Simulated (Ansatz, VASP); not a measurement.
# HfSi6O14 (amorphous 14HfO2-86SiO2 (mol %)): VASP beside Ansatz

One calculation is typed for both programs; each brings its own data sets. How far apart do they land? The structure shown is the start of the Ansatz relaxation below; VASP solves that cell, so the two are compared at the walk's first step.

Main program and level: Ansatz 0.2.0; plane waves, with VASP 6.6.1 beside it; single point at PBE.

## 1. The structure

The cell holds 84 atoms: 4 Hf, 24 Si and 56 O. Its edges and angles: a = 10.780 Å, b = 10.780 Å, c = 10.780 Å, α = 90.0°, β = 90.0°, γ = 90.0°. As first built, before any earlier steps moved the atoms (in the runner's words): 84 atoms (4 Zr, 24 Si, 56 O) placed at random at 2.56 g/cm^3, melted at 5000 K for 10 ps at fixed volume with the Morse and Coulomb pair potential with partial charges (Pedone, Malavasi, Menziani, Cormack and Segre, J. Phys. Chem. B 110, 11780 (2006)). Quenched from 5000 K to 300 K at 50 K/ps and fixed volume, held 5 ps, then minimised at fixed cell. Then Zr was replaced by Hf (the potential has no terms for the new elements, so the cell is a start for a DFT relaxation).

## 2. Ansatz: relaxation, PBE

Ansatz runs on its default PAW (the set named soft_2) files.

The two programs are compared at the cell with which this relaxation starts, whose forces are those of its first step.

input.yaml

```yaml
crystal:
  lattice:
    - [10.7805, 0.0, 0.0]
    - [0.0, 10.7805, 0.0]
    - [0.0, 0.0, 10.7805]
  atoms:
    - { symbol: Hf, position: [0.41756, 0.09995, 0.68448] }
    - { symbol: Hf, position: [0.95332, 0.06006, 0.56332] }
    - { symbol: Hf, position: [0.33243, 0.59534, 0.60632] }
    - { symbol: Hf, position: [0.72472, 0.99352, 0.34926] }
    - { symbol: Si, position: [0.8936, 0.6232, 0.10091] }
    - { symbol: Si, position: [0.05389, 0.48161, 0.72382] }
    - { symbol: Si, position: [0.16775, 0.97776, 0.33942] }
    - { symbol: Si, position: [0.0781, 0.98608, 0.88392] }
    - { symbol: Si, position: [0.95549, 0.90436, 0.13841] }
    - { symbol: Si, position: [0.69023, 0.65458, 0.88315] }
    - { symbol: Si, position: [0.30333, 0.82629, 0.97742] }
    - { symbol: Si, position: [0.51613, 0.21297, 0.45097] }
    - { symbol: Si, position: [0.79365, 0.55104, 0.62065] }
    - { symbol: Si, position: [0.75662, 0.52836, 0.34766] }
    - { symbol: Si, position: [0.50951, 0.8208, 0.76292] }
    - { symbol: Si, position: [0.14692, 0.57426, 0.97615] }
    - { symbol: Si, position: [0.33308, 0.39313, 0.10344] }
    - { symbol: Si, position: [0.16699, 0.26956, 0.30584] }
    - { symbol: Si, position: [0.4684, 0.48822, 0.33711] }
    - { symbol: Si, position: [0.17112, 0.88376, 0.62631] }
    - { symbol: Si, position: [0.8803, 0.26832, 0.31616] }
    - { symbol: Si, position: [0.57479, 0.41048, 0.95817] }
    - { symbol: Si, position: [0.4867, 0.14544, 0.0117] }
    - { symbol: Si, position: [0.42511, 0.94286, 0.21449] }
    - { symbol: Si, position: [0.94839, 0.22231, 0.82609] }
    - { symbol: Si, position: [0.57563, 0.37014, 0.67746] }
    - { symbol: Si, position: [0.75853, 0.23886, 0.05277] }
    - { symbol: Si, position: [0.19795, 0.29984, 0.57857] }
    - { symbol: O, position: [0.57903, 0.55376, 0.9292] }
    - { symbol: O, position: [0.20445, 0.74223, 0.61594] }
    - { symbol: O, position: [0.88338, 0.14714, 0.40222] }
    - { symbol: O, position: [0.20478, 0.93425, 0.93842] }
    - { symbol: O, position: [0.17574, 0.45187, 0.63319] }
    - { symbol: O, position: [0.11245, 0.94663, 0.48868] }
    - { symbol: O, position: [0.82493, 0.9349, 0.4986] }
    - { symbol: O, position: [0.78143, 0.59748, 0.47955] }
    - { symbol: O, position: [0.83452, 0.95898, 0.19963] }
    - { symbol: O, position: [0.27891, 0.9697, 0.66326] }
    - { symbol: O, position: [0.9396, 0.5271, 0.64555] }
    - { symbol: O, position: [0.06123, 0.92936, 0.73146] }
    - { symbol: O, position: [0.62657, 0.15136, 0.38361] }
    - { symbol: O, position: [0.9426, 0.75865, 0.1303] }
    - { symbol: O, position: [0.43023, 0.08, 0.13056] }
    - { symbol: O, position: [0.88167, 0.1497, 0.71622] }
    - { symbol: O, position: [0.61002, 0.53292, 0.32611] }
    - { symbol: O, position: [0.02383, 0.3101, 0.29216] }
    - { symbol: O, position: [0.29442, 0.246, 0.66941] }
    - { symbol: O, position: [0.01938, 0.55342, 0.05218] }
    - { symbol: O, position: [0.82968, 0.57279, 0.22501] }
    - { symbol: O, position: [0.79599, 0.63834, 0.98626] }
    - { symbol: O, position: [0.0801, 0.20946, 0.57556] }
    - { symbol: O, position: [0.00519, 0.35551, 0.78877] }
    - { symbol: O, position: [0.24889, 0.46915, 0.01032] }
    - { symbol: O, position: [0.24921, 0.30585, 0.18672] }
    - { symbol: O, position: [0.48413, 0.34414, 0.39076] }
    - { symbol: O, position: [0.70123, 0.42944, 0.625] }
    - { symbol: O, position: [0.38398, 0.566, 0.42635] }
    - { symbol: O, position: [0.4592, 0.45879, 0.65864] }
    - { symbol: O, position: [0.55748, 0.926, 0.27481] }
    - { symbol: O, position: [0.43828, 0.1189, 0.88043] }
    - { symbol: O, position: [0.62477, 0.78082, 0.85448] }
    - { symbol: O, position: [0.39271, 0.81401, 0.86204] }
    - { symbol: O, position: [0.82014, 0.22984, 0.18427] }
    - { symbol: O, position: [0.59016, 0.3477, 0.82502] }
    - { symbol: O, position: [0.41026, 0.11929, 0.48223] }
    - { symbol: O, position: [0.85619, 0.23483, 0.94322] }
    - { symbol: O, position: [0.53308, 0.94984, 0.70113] }
    - { symbol: O, position: [0.10902, 0.56634, 0.83105] }
    - { symbol: O, position: [0.54979, 0.24003, 0.60699] }
    - { symbol: O, position: [0.0711, 0.93124, 0.23465] }
    - { symbol: O, position: [0.21571, 0.70447, 0.99642] }
    - { symbol: O, position: [0.06235, 0.1304, 0.86562] }
    - { symbol: O, position: [0.68791, 0.37506, 0.044] }
    - { symbol: O, position: [0.63355, 0.15482, 0.0303] }
    - { symbol: O, position: [0.30475, 0.93337, 0.3058] }
    - { symbol: O, position: [0.2214, 0.327, 0.4334] }
    - { symbol: O, position: [0.45161, 0.32617, 0.02398] }
    - { symbol: O, position: [0.47048, 0.71498, 0.66704] }
    - { symbol: O, position: [0.80601, 0.38608, 0.36708] }
    - { symbol: O, position: [0.98232, 0.94964, 0.99506] }
    - { symbol: O, position: [0.16468, 0.1237, 0.32521] }
    - { symbol: O, position: [0.38384, 0.8545, 0.09875] }
    - { symbol: O, position: [0.40908, 0.47668, 0.19901] }
    - { symbol: O, position: [0.74729, 0.61415, 0.74935] }
kpoints:
  mp_grid: { grid: [1, 1, 1] }
hamiltonian:
  xc: pbe
scf:
  occupations: { method: fermi_dirac, width: 0.025 }
output:
  forces: true
relax:
  f_tol: 0.04
  max_steps: 250
  cell: {}
```

Command:

```
$ ansatz run input.yaml --threads 4 --pin off --max-ram 8192MiB --backend cpu --events-out ev --progress --plain --runs-dir out
```

Numbers of over 12 decimals in the logs are rounded to 6 here.

Output:

```text
Engine: ansatz 0.2.0, aarch64-unknown-linux-gnu
Pseudopotentials: kind: paw
Pseudopotential: Hf, paw, valence charge 26, recommended cutoff 420 eV (normal), Hf.paw.azcp
Pseudopotential: Si, paw, valence charge 4, recommended cutoff 420 eV (normal), Si.paw.azcp
Pseudopotential: O, paw, valence charge 6, recommended cutoff 420 eV (normal), O.paw.azcp
Functional definition: PBE
  parameter kappa = 0.804
  parameter beta = 0.066725
  exchange = pbe_x(kappa = kappa, mu = beta*pi^2/3)
  correlation = pbe_c(beta = beta)
Crystal: 84 atoms, lattice volume = 1252.901 Å³
Basis set: ecut = 420 eV, 24405 PW (Γ), exchange–correlation on 150×150×150 points (8 copies of the dense FFT grid, shifted against one another)
Bands: 352, of which v1, the nominal top of the filled ones, is band 268 counted from 1 (267 counted from 0)
Symmetry: 1 space group operations
Space group: P1 (ITA 1), of the structure as read, at distance tolerance 1.1e-4 Å
k-points: 1
Non-local potential: Hf, projectors of the file, l = 0: 3, l = 1: 2, l = 2: 2, l = 3: 3
Non-local potential: Si, projectors of the file, l = 0: 2, l = 1: 2, l = 2: 2
Non-local potential: O, projectors of the file, l = 0: 2, l = 1: 2, l = 2: 1
PAW form: soft (Blöchl's): semilocal exchange-correlation on the pseudo side does not see the compensation charge
PAW one-centre angular grid: Hf, 590 points (default); XC on 64 Gauss nodes
PAW one-centre angular grid: Si, 110 points (default); XC on 64 Gauss nodes
PAW one-centre angular grid: O, 110 points (default); XC on 64 Gauss nodes
Initial density: superposition of atomic densities (neutral atoms: chi_scale 0, normalization atom), corrected by the library's trained network
Initial wavefunctions: pseudopotential atomic-orbital guess
Functional: x = pbe(κ = 0.804, μ = 0.219515), c = pbe(β = 0.066725)
SCF iter   1: F=—  HF=-110010.359817 eV  |F-HF|=—  |Δ(HF+E_count)|=         —  Δρ=2.83e-3  dr2=1.41e-1  ethr=1.77e-3  ⟨swp⟩=5.0  Hψ=1521  notcnv=0  defer=67
preconditioner: auto → Resta (q_TF=auto, 2.368 Å⁻¹)  ε∞=3.3  [insulator: Δε(μ)=3.813 eV  Ē_g=15.626 eV  σ=0.025 eV  W_gap=1.00  n_scr=256 (ndim 8)  ℏωp=23.6 eV  f_vac=0.242  D(μ)=0.00/eV (n_scr^D=0)  ε∞_Penn≈3.3]
SCF iter   2: F=—  HF=-110010.345572 eV  |F-HF|=—  |Δ(HF+E_count)|=   1.42e-2  Δρ=1.49e-3  dr2=2.89e-2  ethr=2.63e-5  ⟨swp⟩=2.0  Hψ=611  notcnv=0  defer=75
SCF iter   3: F=—  HF=-110010.344711 eV  |F-HF|=—  |Δ(HF+E_count)|=   8.61e-4  Δρ=6.85e-4  dr2=1.01e-2  ethr=5.40e-6  ⟨swp⟩=2.0  Hψ=487  notcnv=0  defer=75
SCF iter   4: F=—  HF=-110010.344247 eV  |F-HF|=—  |Δ(HF+E_count)|=   4.65e-4  Δρ=3.63e-4  dr2=1.81e-3  ethr=1.89e-6  ⟨swp⟩=2.0  Hψ=483  notcnv=0  defer=75
SCF iter   5: F=—  HF=-110010.343960 eV  |F-HF|=—  |Δ(HF+E_count)|=   2.87e-4  Δρ=1.41e-4  dr2=2.83e-4  ethr=3.37e-7  ⟨swp⟩=2.0  Hψ=476  notcnv=0  defer=75
SCF iter   6: F=—  HF=-110010.343945 eV  |F-HF|=—  |Δ(HF+E_count)|=   1.54e-5  Δρ=5.64e-5  dr2=4.16e-5  ethr=5.28e-8  ⟨swp⟩=2.0  Hψ=481  notcnv=0  defer=75
SCF iter   7: F=—  HF=-110010.341687 eV  |F-HF|=—  |Δ(HF+E_count)|=   2.26e-3  Δρ=2.14e-5  dr2=6.16e-6  ethr=7.76e-9  ⟨swp⟩=2.0  Hψ=606  notcnv=0  defer=75
SCF iter   8: F=—  HF=-110010.341688 eV  |F-HF|=—  |Δ(HF+E_count)|=   1.58e-6  Δρ=8.04e-6  dr2=1.00e-6  ethr=1.15e-9  ⟨swp⟩=2.0  Hψ=545  notcnv=0  defer=75
SCF iter   9: F=—  HF=-110010.341688 eV  |F-HF|=—  |Δ(HF+E_count)|=   1.90e-7  Δρ=4.32e-6  dr2=2.27e-7  ethr=1.87e-10  ⟨swp⟩=2.0  Hψ=545  notcnv=0  defer=75
SCF iter  10: F=-110010.341688 eV  HF=-110010.341688 eV  |F-HF|=7.28e-9  |Δ(HF+E_count)|=   3.59e-8  Δρ=1.29e-6  dr2=2.32e-8  ethr=1.87e-11  ⟨swp⟩=4.0  Hψ=1088  notcnv=0
SCF 1 converged in 10 iterations: F = -110010.341688 eV  dr2 = 2.32e-8
  greatest PAW one-centre occupation: 0.999 electrons in one spin orbital (limit 2), on the Hf atom at site 0 (counted from 0), in its partial waves of l = 0
relax step   1: F+E_penalty+E_count = -110010.34168830 eV  Δ(F+E_penalty+E_count) = +0.000e0 eV  max|allowed force component| = 3.410e0 eV/Å  Δτ_max = 0.0000 Å  P = +2.143 GPa  Ω = 1252.901 Å³  (10 SCF iters, dr2 threshold 1.00e-7 eV, accepted)
Crystal: 84 atoms, lattice volume = 1250.656 Å³
Basis set: ecut = 420 eV, 24431 PW (Γ), exchange–correlation on 150×150×150 points (8 copies of the dense FFT grid, shifted against one another)
Initial density: handed on by an earlier stage of this run
Initial wavefunctions: those handed on with the density
iter 1 solved again at ethr=4.65e-4 eV; its pass at ethr=3.10e-3 eV (dr2=2.49e0 eV) is discarded
SCF iter   1: F=—  HF=-110013.662840 eV  |F-HF|=—  |Δ(HF+E_count)|=         —  Δρ=1.42e-2  dr2=2.53e0  ethr=4.65e-4  ⟨swp⟩=7.0  Hψ=1630  notcnv=0
preconditioner: auto → Resta (q_TF=auto, 2.369 Å⁻¹)  ε∞=3.3  [insulator: Δε(μ)=4.156 eV  Ē_g=15.709 eV  σ=0.025 eV  W_gap=1.00  n_scr=258 (ndim 8)  ℏωp=23.6 eV  f_vac=0.241  D(μ)=0.00/eV (n_scr^D=0)  ε∞_Penn≈3.3]
[...]
atom  62  O     -0.00365876    -0.01083533    -0.00183340
  atom  63  O      0.00643721    -0.00588978    -0.00679561
  atom  64  O      0.00327115     0.00580721     0.00597477
  atom  65  O     -0.00310117     0.00064155     0.03654627
  atom  66  O     -0.01172047     0.00328311     0.00256731
  atom  67  O      0.00195660     0.00294275     0.00339308
  atom  68  O     -0.00350128     0.00846927     0.00199228
  atom  69  O     -0.01282799     0.00084906     0.00934124
  atom  70  O     -0.00540945    -0.00197163     0.00257563
  atom  71  O      0.00936148     0.00513288    -0.00572473
  atom  72  O      0.00392755    -0.00463426     0.00272144
  atom  73  O     -0.00531553     0.00501654    -0.01474977
  atom  74  O     -0.01630425    -0.00737695    -0.00070158
  atom  75  O     -0.00160663    -0.00417875    -0.00105672
  atom  76  O     -0.00156739     0.00048704    -0.00602200
  atom  77  O      0.01827122     0.00097269    -0.00216350
  atom  78  O     -0.01401416    -0.01200607     0.00160456
  atom  79  O     -0.00071112    -0.00050603     0.00166300
  atom  80  O     -0.00324929    -0.00005349     0.00060327
  atom  81  O      0.00487367     0.00171317    -0.00280883
  atom  82  O      0.00362647     0.00031838     0.00000822
  atom  83  O     -0.00296835     0.00269165    -0.00778351
  atom  84  O     -0.01052114    -0.00512480     0.02674914
  max |Σ_I F_I| component: 1.88e-5 eV/Å
--- Stress (GPa, compression-positive) ---
       -0.000438      -0.013672      -0.003535
       -0.013672       0.017388       0.006280
       -0.003533       0.006280      -0.025546
  P = ⅓ Tr σ = -0.0029 GPa (-0.029 kbar)
--- Relaxed structure (11 steps of the walk, 11 accepted, 2 SCFs on fresh bases) ---
  F+E_penalty+E_count = -110014.90198936 eV   max|allowed force component| = 3.655e-2 eV/Å   (the final SCF, on the basis selected at the relaxed cell)
  cell:  # Å, volume = 1254.9557 Å³
    - [10.777667, 0.014507, -0.073347]
    - [0.014507, 11.191842, 0.050023]
    - [-0.073347, 0.050023, 10.404783]
  atoms:
    - { symbol: Hf, position: [0.413122, 0.096524, 0.679499] }
    - { symbol: Hf, position: [0.944133, 0.057195, 0.558823] }
    - { symbol: Hf, position: [0.373133, 0.633145, 0.603460] }
    - { symbol: Hf, position: [0.726967, 1.019279, 0.329820] }
    - { symbol: Si, position: [0.899181, 0.631928, 0.111949] }
    - { symbol: Si, position: [0.038487, 0.449367, 0.736615] }
    - { symbol: Si, position: [0.170987, 0.977325, 0.324049] }
    - { symbol: Si, position: [0.076078, 0.965907, 0.872104] }
    - { symbol: Si, position: [0.953755, 0.902161, 0.131009] }
    - { symbol: Si, position: [0.686965, 0.652389, 0.891026] }
    - { symbol: Si, position: [0.304711, 0.821059, 0.967867] }
    - { symbol: Si, position: [0.521470, 0.220758, 0.452964] }
    - { symbol: Si, position: [0.780989, 0.546919, 0.627402] }
    - { symbol: Si, position: [0.767128, 0.519847, 0.355309] }
    - { symbol: Si, position: [0.520348, 0.827246, 0.771653] }
    - { symbol: Si, position: [0.146652, 0.577346, 0.974520] }
    - { symbol: Si, position: [0.331941, 0.403112, 0.111676] }
    - { symbol: Si, position: [0.168358, 0.263458, 0.306905] }
    - { symbol: Si, position: [0.480115, 0.488478, 0.339820] }
    - { symbol: Si, position: [0.178744, 0.883851, 0.611930] }
    - { symbol: Si, position: [0.888870, 0.276438, 0.321543] }
    - { symbol: Si, position: [0.578136, 0.414395, 0.961287] }
    - { symbol: Si, position: [0.477998, 0.160534, 0.017911] }
    - { symbol: Si, position: [0.426660, 0.954556, 0.204214] }
    - { symbol: Si, position: [0.940631, 0.195747, 0.828800] }
    - { symbol: Si, position: [0.553560, 0.385722, 0.679081] }
    - { symbol: Si, position: [0.750266, 0.241014, 0.054924] }
    - { symbol: Si, position: [0.187045, 0.281953, 0.584783] }
    - { symbol: O, position: [0.574036, 0.557956, 0.938837] }
    - { symbol: O, position: [0.219885, 0.744863, 0.602594] }
    - { symbol: O, position: [0.885968, 0.152271, 0.403715] }
    - { symbol: O, position: [0.213631, 0.932172, 0.925509] }
    - { symbol: O, position: [0.143432, 0.416555, 0.633055] }
    - { symbol: O, position: [0.113251, 0.937002, 0.470970] }
    - { symbol: O, position: [0.807578, 0.952176, 0.482829] }
    - { symbol: O, position: [0.786552, 0.605079, 0.482180] }
    - { symbol: O, position: [0.841983, 0.983442, 0.183013] }
    - { symbol: O, position: [0.287496, 0.971117, 0.653877] }
    - { symbol: O, position: [0.919577, 0.501014, 0.658941] }
    - { symbol: O, position: [0.059131, 0.918563, 0.715049] }
    - { symbol: O, position: [0.638624, 0.170594, 0.376904] }
    - { symbol: O, position: [0.922360, 0.764169, 0.163607] }
    - { symbol: O, position: [0.410704, 0.090417, 0.134994] }
    - { symbol: O, position: [0.868383, 0.133671, 0.708320] }
    - { symbol: O, position: [0.621961, 0.527212, 0.311208] }
    - { symbol: O, position: [0.029160, 0.318932, 0.286304] }
    - { symbol: O, position: [0.293184, 0.235315, 0.681282] }
    - { symbol: O, position: [0.028585, 0.567955, 0.069327] }
    - { symbol: O, position: [0.847827, 0.557759, 0.232771] }
    - { symbol: O, position: [0.800501, 0.637496, 0.992429] }
    - { symbol: O, position: [0.076180, 0.184596, 0.573605] }
    - { symbol: O, position: [-0.00489782, 0.331189, 0.816219] }
[...]
- { symbol: O, position: [0.453987, 0.334334, 0.034087] }
    - { symbol: O, position: [0.510272, 0.735592, 0.647527] }
    - { symbol: O, position: [0.814649, 0.384178, 0.390824] }
    - { symbol: O, position: [0.975105, 0.911184, 0.973066] }
    - { symbol: O, position: [0.158663, 0.119932, 0.310201] }
    - { symbol: O, position: [0.392619, 0.857148, 0.089823] }
    - { symbol: O, position: [0.402713, 0.497024, 0.202755] }
    - { symbol: O, position: [0.739625, 0.627031, 0.748123] }
```

[end of part 1 of 2]

[Lines on the potential files, build, host, timing and source positions are cut from VASP's logs without a mark.]

[Logs are printed without paths, hosts, clocks, repeated set-up lines and the standing remarks that a program may print on its own settings, such as how far it seeks lower states.]

[Hosts, paths, dates, database ids (printed as entryN), source tags and the programs' standing remarks are cut or masked in the printed files.]
